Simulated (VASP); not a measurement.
Output of a VASP run:

### OSZICAR
```
       N       E                     dE             d eps       ncg     rms          rms(c)
DAV:   1     0.865070410770E+02    0.86507E+02   -0.90403E+03   520   0.152E+03
DAV:   2    -0.436615556120E+00   -0.86944E+02   -0.82568E+02   561   0.274E+02
DAV:   3    -0.626128484007E+01   -0.58247E+01   -0.57922E+01   645   0.706E+01
DAV:   4    -0.632146309841E+01   -0.60178E-01   -0.60162E-01   550   0.764E+00
DAV:   5    -0.632178669059E+01   -0.32359E-03   -0.32359E-03   630   0.542E-01    0.462E+00
DAV:   6    -0.604735423505E+01    0.27443E+00   -0.69491E-01   747   0.285E+01    0.352E+00
DAV:   7    -0.603073006558E+01    0.16624E-01   -0.18690E-01   560   0.435E+00    0.148E+00
DAV:   8    -0.603092252550E+01   -0.19246E-03   -0.42025E-03   605   0.645E-01    0.454E-01
DAV:   9    -0.603120444791E+01   -0.28192E-03   -0.10623E-03   570   0.289E-01    0.692E-02
DAV:  10    -0.603129185589E+01   -0.87408E-04   -0.12852E-04   608   0.114E-01    0.165E-02
DAV:  11    -0.603130802514E+01   -0.16169E-04   -0.29460E-05   573   0.577E-02    0.564E-03
DAV:  12    -0.603130939641E+01   -0.13713E-05   -0.36180E-06   610   0.212E-02    0.407E-03
DAV:  13    -0.603130945384E+01   -0.57431E-07   -0.69761E-07   390   0.948E-03
   1 F= -.60313095E+01 E0= -.60313095E+01  d E =-.422907E-17
```

OUTCAR:
```
------------------------ aborting loop because EDIFF is reached ----------------------------------------
  FORCE on cell =-STRESS in cart. coord.  units (eV):
  Direction    XX          YY          ZZ          XY          YZ          ZX
  --------------------------------------------------------------------------------------
  Total        0.0045150      0.0045150      0.0045150      0.0000000      0.0000000     -0.0000000
  in kB        0.1530236      0.1530236      0.1530236      0.0000000      0.0000000     -0.0000000
  external PRESSURE =       0.1530236 kB  Pullay stress =       0.0000000 kB
  volume of cell :       47.27
      direct lattice vectors                 reciprocal lattice vectors
     0.000000000  2.869849240  2.869849240    -0.174225180  0.174225180  0.174225180
     2.869849240  0.000000000  2.869849240     0.174225180 -0.174225180  0.174225180
     2.869849240  2.869849240  0.000000000     0.174225180  0.174225180 -0.174225180
  FREE ENERGIE OF THE ION-ELECTRON SYSTEM (eV)
  ---------------------------------------------------
  free  energy   TOTEN  =        -6.0313094538 eV

  energy  without entropy=       -6.0313094538  energy(sigma->0) =       -6.03130945
```
(Selected blocks of OUTCAR.)

**POSCAR**
```
ZnSe
1
    0.0000000000     2.8698492404     2.8698492404
    2.8698492404     0.0000000000     2.8698492404
    2.8698492404     2.8698492404    -0.0000000000
Zn Se
1 1
Direct
  1.0000000000   0.0000000000   1.0000000000
  0.2500000000   0.2500000000   0.2500000000
```

Question: Write an INCAR and KPOINTS that could have produced this output.

Answer: This is not unique; one that fits is the input of the run itself, PBE GGA, plane waves, VASP's PBE PAW potentials (set 64).

**KPOINTS**
```
Automatic mesh
0
Gamma
7 7 7
0 0 0
```

**INCAR**
```
ALGO = Normal
LCHARG = T
NELM = 100   # most electronic steps
EDIFF = 1E-6
LASPH = T   # aspherical one-centre terms
PREC = Accurate
LMAXMIX = 4
GGA = PE
SYSTEM = ZnSe
SIGMA = 0.05   # width (eV)
ISMEAR = 0   # Gaussian
LWAVE = F
LREAL = F
ENCUT = 520
```

POTCAR, in this order: Zn Se (PBE.64 set). Program: vasp_std.

The compound is ZnSe in the zinc blende structure. It was relaxed first.
